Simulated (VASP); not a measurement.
Input for VASP

### INCAR
```
# general
SYSTEM  = SrO
PREC    = Accurate
ENCUT   = 620   # plane-wave cut-off (eV)
LREAL   = .False.   # projection in real space or not
LASPH   = .True.   # aspherical one-centre terms

# electronic loop
EDIFF   = 1E-6   # SCF stop (eV)
NELM    = 100
ALGO    = Normal
LMAXMIX = 4

# smearing
ISMEAR  = 0   # Gaussian
SIGMA   = 0.05

# functional
GGA     = PS   # PBEsol

# ions
IBRION  = 2
NSW     = 40
ISIF    = 3
EDIFFG  = -0.02   # ionic stop
PSTRESS = 300   # kbar

# output
LWAVE   = .False.
LCHARG  = .False.
```

**KPOINTS**
```
Regular mesh
0
Gamma
  9 9 9
```

File POSCAR:
```
SrO
1
    0.0000000000     2.4412218661     2.4412218661
    2.4412218661     0.0000000000     2.4412218661
    2.4412218661     2.4412218661     0.0000000000
Sr O
1 1
Direct
  0.0000000000   0.0000000000   0.0000000000
  0.5000000000   0.5000000000   0.5000000000
```

POTCAR, in this order: Sr_sv O (PBE.64 set). Program: vasp_std.

### Question
Translate this PBEsol calculation to Ansatz.

### Answer
One equivalent input (not run):
Ansatz 0.2 input:
```yaml
crystal:
  lattice:
    - [0.0000000, 2.4412219, 2.4412219]
    - [2.4412219, 0.0000000, 2.4412219]
    - [2.4412219, 2.4412219, 0.0000000]
  atoms:
    - { symbol: Sr, position: [0.0000000, 0.0000000, 0.0000000] }
    - { symbol: O, position: [0.5000000, 0.5000000, 0.5000000] }
kpoints:
  mp_grid: { grid: [9, 9, 9] }
hamiltonian:
  xc: pbesol
  pseudopotentials: { kind: paw }
scf:
  occupations: { method: gaussian, width: 0.05 }
  max_iter: 100
relax:
  max_steps: 40
  f_tol: 0.02
  cell: { p_target: 30 }
output: { forces: true, stress: true, eigenvalues: true }
```
The two are equivalent in intent, not identical: each code has its own PAW files, so the cut-off isn't converted (ENCUT is set for VASP's; basis.ecutwfc is left out, and Ansatz then takes the one that its files recommend); Ansatz stops its SCF on the density residual and VASP on the energy change (EDIFF).

The structure was generated: SrO was put into the rock salt type (Fm-3m), which need not be its known phase. This run relaxes it under an external pressure of 30 GPa. Symmetry was kept, so distortions that lower it aren't found.
